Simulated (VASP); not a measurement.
Data:

```
LiF
1.0
    0.00000     2.01803     2.01803
    2.01803     0.00000     2.01803
    2.01803     2.01803     0.00000
Li F
1 1
Direct
  0.00000   0.00000   0.00000
  0.50000   0.50000   0.50000
```

All values below come from PBE GGA, VASP's PBE PAW potentials (set 64) (plane waves; VASP). Settings: 400 eV cut-off, 9×9×9 Γ-centred mesh, Gaussian smearing of 0.010 eV, potentials Li_sv F.

At this cut-off the stress carries a Pulay error, which pulls relaxed volumes low.

Give the stress tensor in GPa (positive for a compressed cell).

```
-11.11    0.00    0.00
  0.00  -11.11    0.00
  0.00    0.00  -11.11
```
The pressure is its mean diagonal, -11.11 GPa.

The structure comes from a computed database's LiF entry; how it stands against other phases isn't given here. The cell was not relaxed at this level.
